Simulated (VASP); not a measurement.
Wanted: the native input for a VASP 6.6.1 run.

| Quantity | Value |
| --- | --- |
| Task | relaxation of cell and atoms |
| Functional | PBE |
| Dispersion | D2 |
| Potentials or basis | VASP PAW PBE potentials, release 64 (Na_pv, La, Mn_pv, Mo_sv, O) |
| Cutoff | 600 eV |
| k mesh | 6 × 6 × 6 |
| Occupations | fermi-dirac, width 0.05 eV |
| Spin | collinear spin, ferromagnetic start |
| Starting moments | [0.0, 0.0, 4.0, 1.0, 0.0, 0.0, 0.0, 0.0, 0.0, 0.0] μB |
| Further INCAR settings | ALGO = Fast; EDIFF = 1e-06; IBRION = 2; EDIFFG = -0.02; NSW = 40; ISIF = 3 |

The structure of NaLaMnMoO6 lies in POSCAR:

```
NaLaMnMoO6
1.0
    0.0000000000      3.8625900000      3.8625900000
    3.8625900000      0.0000000000      3.8625900000
    3.8625900000      3.8625900000      0.0000000000
Na La Mn Mo O
1 1 1 1 6
Direct
    0.2500000000      0.2500000000      0.2500000000
    0.7500000000      0.7500000000      0.7500000000
    0.5000000000      0.5000000000      0.5000000000
    0.0000000000      0.0000000000      0.0000000000
    0.7466200000      0.2533800000      0.2533800000
    0.2533800000      0.2533800000      0.7466200000
    0.2533800000      0.7466200000      0.2533800000
    0.7466200000      0.2533800000      0.7466200000
    0.7466200000      0.7466200000      0.2533800000
    0.2533800000      0.7466200000      0.7466200000
```

The cell was built by a generator and needn't be a form met in nature.

These files were run (other wordings do the same):

INCAR

```
  PREC = Accurate
  ENCUT = 600
  EDIFF = 1E-6
  ISMEAR = -1
  SIGMA = 0.05
  LREAL = False
  LASPH = True
  NELM = 120
  ALGO = Fast
  ISIF = 3
  LWAVE = False
  LCHARG = False
  ISPIN = 2
  MAGMOM = 0 0 4 1 0 0 0 0 0 0
  LORBIT = 11
  LMAXMIX = 6
  GGA = PE
  IVDW = 1
  IBRION = 2
  NSW = 40
  EDIFFG = -0.02
  KPAR = 4
```

KPOINTS

```
regular mesh
0
Gamma
  6 6 6
```

Potentials or basis: VASP PAW PBE potentials, release 64 (Na_pv, La, Mn_pv, Mo_sv, O).

Command:

```console
$ cat potpaw_PBE.64/Na_pv/POTCAR potpaw_PBE.64/La/POTCAR potpaw_PBE.64/Mn_pv/POTCAR potpaw_PBE.64/Mo_sv/POTCAR potpaw_PBE.64/O/POTCAR > POTCAR
$ mpirun -np 4 vasp_std > vasp.out
```

Results of the run:

| Item | Value |
| --- | --- |
| Relaxed volume | 11.28 Å³/atom |
| Relaxed cell | a = 5.423 Å, b = 5.423 Å, c = 5.423 Å, α = 60.00°, β = 60.00°, γ = 60.00° |
| Space group after relaxing (to 0.05 Å) | F-43m (No. 216) |
| Energy gained by relaxing | 3.7 meV/atom |
| Ionic steps | 7 |
| Pressure after relaxing | 0.0 GPa |
| Band gap on the k mesh | none (metal or under the smearing width) |
| Net moment | 1.14 μB per cell |
| Site moments | Na +0.00; La -0.03; Mn +1.89; Mo -0.74; O +0.01 μB |
| Valence electrons inside the program's atomic spheres | Na 6.01; La 8.42; Mn 11.84; Mo 12.45; O 5.05 |
| Dispersion energy per atom | -0.477 eV |

Caveat: atom-pairwise D2, TS and ULG terms overbind metals; a cell with one magnetic atom can't hold antiferromagnetic order, which such compounds often take; semilocal functionals often make such compounds metallic where correlation or magnetic order opens a gap, which also shifts bond lengths; pairwise dispersion overbinds metals, which lowers pressure and volume.

Wall time 30 min on 4 MPI ranks on Intel(R) Xeon(R) 6975P-C (Granite Rapids), with other jobs on the host, peak memory 0.61 GiB a rank.
